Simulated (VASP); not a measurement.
# How biaxial strain in the (001) plane changes Mo

Wanted: the elastic response of Mo to biaxial strain in the (001) plane, with a fit that predicts a row left out.

Method: PBEsol; plane waves and PAW (Mo_sv), in the first sound run; inputs show where later runs differ, in VASP 6.6.1.

Most raw output is cut from this account.

### Step 1. The structure

Symmetry: Im-3m, No. 229, cubic system. The conventional cell has a = 3.150 Å, b = 3.150 Å, c = 3.150 Å, α = 90.00°, β = 90.00°, γ = 90.00°. Nearest to Mo lie 8 Mo at 2.73 Å.

Coordinates:

```cif
data_structure
_symmetry_space_group_name_H-M 'P 1'
_symmetry_Int_Tables_number 1
_cell_length_a 2.7280
_cell_length_b 2.7280
_cell_length_c 2.7280
_cell_angle_alpha 109.471
_cell_angle_beta 109.471
_cell_angle_gamma 109.471
_cell_volume 15.63
loop_
_atom_site_label
_atom_site_type_symbol
_atom_site_fract_x
_atom_site_fract_y
_atom_site_fract_z
_atom_site_occupancy
Mo1 Mo 0.00000 0.00000 0.00000 1
```

### Step 2. Relax the crystal, PBEsol

The series starts from the cell that this level prefers, so that zero strain is near zero stress.

This step took 2 runs in a row; the last is shown.

Level: PBEsol; plane waves and PAW (Mo_sv).

INCAR reads:

```
SYSTEM = Mo
PREC = Accurate
ENCUT = 450
EDIFF = 1E-07
NELM = 120
ISMEAR = 1
SIGMA = 0.15
LREAL = .FALSE.
ALGO = Normal
GGA = PS
NBANDS = 13
LASPH = .TRUE.
LORBIT = 11
LWAVE = .FALSE.
LCHARG = .FALSE.
KPAR = 8
IBRION = 2
NSW = 40
ISIF = 3
EDIFFG = -0.005
POTIM = 0.4
```

POSCAR reads:

```
Mo
1.0
   -1.5655819394      1.5655819394      1.5655819394
    1.5655819394     -1.5655819394      1.5655819394
    1.5655819394      1.5655819394     -1.5655819394
Mo
1
Direct
    0.0000000000      0.0000000000      0.0000000000
```

KPOINTS reads:

```
Automatic mesh
0
Gamma
26 26 26
0 0 0
```

PAW data sets: Mo_sv (PBE family, release 64).

Run with:

```sh
$ mpirun -np 8 vasp_std
```

The job ended after 6.2 s (8 MPI ranks of Intel Xeon 6975P-C (Granite Rapids), shared host; peak memory 1.4 GiB; 36 s of CPU time).

This run gave:

```
energy(sigma→0) of the program : -11.7787 eV
stress, compression positive   : xx, yy, zz -0.01, -0.01, -0.01 GPa
volume                         : 15.349 Å³
ionic steps                    : 1
```

### Step 3. Strain along the normal, PBEsol

One member in full: the plane is strained by -0.5 %, and the strain along the normal is moved by secant steps until the normal stress is under 0.012 GPa or five steps are spent; the atoms relax at each step.

This step took 3 runs, each at a new trial strain with the atoms of the one before; the last is shown.

Level: PBEsol; plane waves and PAW (Mo_sv).

INCAR, as its differences from that of step 2:

```diff
@@ -15,7 +15,7 @@
 LCHARG = .FALSE.
-KPAR = 8
-IBRION = 2
-NSW = 40
-ISIF = 3
-EDIFFG = -0.005
-POTIM = 0.4
+KPAR = 2
+IBRION = 1
+NSW = 25
+ISIF = 2
+EDIFFG = -0.004
+POTIM = 0.3
```

POSCAR reads:

```
Mo
1.0
   -1.5577540300      1.5577540300      1.5709664430
    1.5577540300     -1.5577540300      1.5709664430
    1.5577540300      1.5577540300     -1.5709664430
Mo
1
Direct
    0.0000000000      0.0000000000      0.0000000000
```

KPOINTS is that of step 2.

Run with:

```sh
$ mpirun -np 2 vasp_std
```

The job ended after 43 s (2 MPI ranks; peak memory 0.59 GiB).

Read from the output:

* energy(sigma→0) of the program: -11.7772 eV
* stress, compression positive: xx, yy, zz 2.82, 2.82, -0.01 GPa
* ionic steps: 1

### Step 4. The whole series

The other members went through these steps as far as the tables show, with the same cutoff and, step by step, the same mesh; 31 runs are not shown. The session took 0.76 core hours (wall time by ranks) on a shared machine.

```csv
in-plane strain (%),strain along the normal (%),"in-plane stress, tension positive (GPa)","energy above the unstrained row, extrapolated to no smearing (meV/atom)"
-2.000,1.473,-11.677,22.570
-1.500,1.079,-8.658,12.737
-1.000,0.702,-5.711,5.732
-0.500,0.344,-2.820,1.511
0,0.000,0.005,0.000
0.500,-0.327,2.770,1.185
1.000,-0.649,?,?
1.500,-0.966,8.000,11.429
2.000,-1.286,10.414,20.228
```

### Step 5. Stress from the known rows

A least-squares parabola through the 8 rows shown, with e the strain in %: stress = − 0.1586 e² + 5.538 e + 0.01025 (GPa), r.m.s. residual 0.027 GPa.

For the withheld row, e = 1, the fit gives 5.389 GPa.

### Step 6. Checking the prediction

The calculation gives 5.442 GPa, so the prediction is 0.053 GPa too low, more than twice the residual of the fit.

Slopes at zero strain, from cubics through all rows: strain ratio -0.671, stress over strain 559 GPa.

### Step 7. Summary of results

```json
{
  "error of the predicted stress": "-0.053 GPa",
  "ratio of normal to in-plane strain": "-0.671",
  "biaxial modulus": "559 GPa"
}
```

As a check, the curvature of the energy gives 563 GPa for the same modulus (energy per volume = M × strain²), 1 % from the slope of the stress. The energy also has a linear term worth 0.14 GPa that the stress column lacks, a mark of the finite basis or of the smearing. These are static values: temperature and zero-point motion are left out. In a metal the slopes also depend on mesh and smearing, which were held through the series.

[Lines on the potential files, build, host, timing and source positions are cut from VASP's logs without a mark.]

[Logs are printed without paths, hosts, clocks, repeated set-up lines and the standing remarks that a program may print on its own settings, such as how far it seeks lower states.]

[Hosts, paths, dates, database ids (printed as entryN), source tags and the programs' standing remarks are cut or masked in the printed files.]

[In band tables of VASP the shares of atoms and orbitals are scaled to a sum of 1 inside the atoms' spheres.]
